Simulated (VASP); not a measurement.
Calculation: r2SCAN meta-GGA, VASP's PBE PAW potentials (set 64) (plane waves; VASP).

A VASP calculation is set up with these files.

File KPOINTS:
```
Automatic
0
G
  14 14 14
0 0 0
```

### INCAR
```
ALGO=Normal
EDIFF=1E-7
ENCUT=480
ISIF=2
ISMEAR=1
LASPH=.TRUE.
LCHARG=.FALSE.
LMAXMIX=4
LMIXTAU=.TRUE.
LREAL=.FALSE.
LWAVE=.FALSE.
METAGGA=R2SCAN
NELM=100
PREC=Accurate
SIGMA=0.1
SYSTEM=Pd
```

File POSCAR:
```
Pd
1
    0.0000000000     1.9166293407     1.9557442252
    1.9166293407     0.0000000000     1.9557442252
    1.9166293407     1.9166293407     0.0000000000
Pd
1
Direct
  0.0000000000   0.0000000000   0.0000000000
```

POTCAR, in this order: Pd (PBE.64 set). Program: vasp_std.

Question: What will the output report for the number of irreducible k-points (NKPTS), number of bands (NBANDS), largest plane-wave count, number of space-group operations, FFT grid (NGX, NGY, NGZ)?

Answer: 
| Item | Result |
|---|---|
| number of irreducible k-points (NKPTS) | 244 |
| number of bands (NBANDS) | 9 |
| largest plane-wave count | 352 |
| number of space-group operations | 16 |
| FFT grid (NGX, NGY, NGZ) | 20 × 20 × 20 |

The compound is Pd in the fcc structure. This cell was strained or had an atom moved on purpose.
